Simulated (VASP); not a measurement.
AlN:

```
CELL_PARAMETERS angstrom
3.12787 0.00000 0.00000
-1.56393 2.70881 0.00000
0.00000 0.00000 5.01593
ATOMIC_POSITIONS crystal
Al 0.33333 0.66667 0.99930
Al 0.66667 0.33333 0.49930
N 0.33333 0.66667 0.38070
N 0.66667 0.33333 0.88070
```

Base run:

```yaml
Program: VASP 6.6.1
Functional: HSE06
Potentials_or_basis: VASP PAW PBE potentials, release 64 (Al, N)
Cutoff: 520 eV
k_mesh: 6 × 6 × 4
Occupations: gaussian, width 0.03 eV
Spin: no spin polarisation
```

Its results: band gap on the k mesh 5.42 eV, direct; pressure -5.1 GPa; largest force 0.004 eV/Å.

Problem. The run is repeated on the same cell with these changes: functional from HSE06 to PBE; further incar settings from ALGO = Normal; EDIFF = 1e-06; NBANDS = 16 to ALGO = Fast; EDIFF = 1e-06; NBANDS = 16. What comes out?

Solution. Band gap on the k mesh 4.06 eV, direct; pressure 0.1 GPa; largest force 0.006 eV/Å.

Caveats: the PAW data sets were made with another functional, which shifts forces and pressure a little (some runs).
